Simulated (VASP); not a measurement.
An input for Quantum ESPRESSO's pw.x (written as the equivalent of a VASP run, and not itself run):

```
&CONTROL
  calculation = 'vc-relax'
  pseudo_dir = './pseudo'
  outdir = './out'
  tprnfor = .true.
  tstress = .true.
  nstep = 40
  forc_conv_thr = 0.00078
/
&SYSTEM
  ibrav = 0
  nat = 4
  ntyp = 2
  ecutwfc = 84
  occupations = 'smearing'
  smearing = 'gaussian'
  degauss = 0.003675
  input_dft = 'pbesol'
/
&ELECTRONS
  conv_thr = 7.3e-08
  electron_maxstep = 100
/
&IONS
/
&CELL
  press = 450
/
ATOMIC_SPECIES
  Al 26.982 Al.upf
  N 14.007 N.upf
CELL_PARAMETERS angstrom
     2.9704300    0.0000000   -0.0000000
    -1.4852150    2.5724660    0.0000000
    -0.0000000   -0.0000000    4.6465195
ATOMIC_POSITIONS crystal
  Al   0.3333330  0.6666670  0.9929293
  Al   0.6666670  0.3333330  0.4929293
  N    0.3333330  0.6666670  0.3820707
  N    0.6666670  0.3333330  0.8820707
K_POINTS automatic
  9 9 5 0 0 0
```

Problem. Translate this input to VASP (INCAR, KPOINTS, POSCAR, choice of POTCAR).

Solution. One answer among several that fit: 
### INCAR
```
# general
SYSTEM  = AlN
PREC    = Accurate
ENCUT   = 620   # plane-wave cut-off (eV)
LREAL   = F
LASPH   = T   # aspherical one-centre terms

# electronic loop
EDIFF   = 1E-6
NELM    = 100   # most electronic steps
ALGO    = Normal

# smearing
ISMEAR  = 0   # Gaussian
SIGMA   = 0.05

# functional
GGA     = PS   # PBEsol

# ions
IBRION  = 2
NSW     = 40   # most ionic steps
ISIF    = 3   # ions, shape and volume
EDIFFG  = -0.02
PSTRESS = 450

# output
LWAVE   = F
LCHARG  = F
```

POSCAR:
```
AlN
1
    2.9704300082     0.0000000000    -0.0000000000
   -1.4852150040     2.5724659671     0.0000000000
   -0.0000000000    -0.0000000000     4.6465194816
Al N
2 2
Direct
  0.3333330000   0.6666670000   0.9929292903
  0.6666670000   0.3333330000   0.4929292903
  0.3333330000   0.6666670000   0.3820707097
  0.6666670000   0.3333330000   0.8820707097
```

KPOINTS:
```
Automatic mesh
0
Gamma
9 9 5
0 0 0
```

POTCAR, in this order: Al N (PBE.64 set). Program: vasp_std.

Limits of the translation: the potentials are each code's own (VASP's PAW set, PseudoDojo norm-conserving files in pw.x), so ENCUT and ecutwfc are chosen apart and not converted; conv_thr bounds pw.x's estimated SCF error, while EDIFF bounds the energy change between steps; forc_conv_thr acts on force components and is met together with etot_conv_thr.

The structure was generated: AlN was put into the wurtzite type (P6_3mc), which need not be its known phase. It was relaxed first under an external pressure of 45 GPa.
